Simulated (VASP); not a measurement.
Given:

```
GaAs
1.0
    0.00000     2.83133     2.83133
    2.83133     0.00000     2.83133
    2.83133     2.83133     0.00000
Ga As
1 1
Direct
  0.00000   0.00000   0.00000
  0.25000   0.25000   0.25000
```

Level of theory: PBEsol GGA, VASP's PBE PAW potentials (set 64) (plane waves; VASP 6.6.1). Settings: 520 eV cut-off, 8×8×8 Γ-centred mesh, Gaussian smearing of 0.050 eV, potentials Ga_d As.

Problem. Estimate the energy per atom (σ→0), band gap (on the k-mesh) with the smallest direct gap where there is one.

Solution. 
The band gap (on the k-mesh) is 0.42 eV, the smallest direct gap (on the k-mesh) is 0.42 eV and the energy per atom (σ→0) is -4.544 eV/atom.

Only differences to runs with the same potentials and settings are physical.

The compound is GaAs in the zinc blende structure. It was relaxed first.
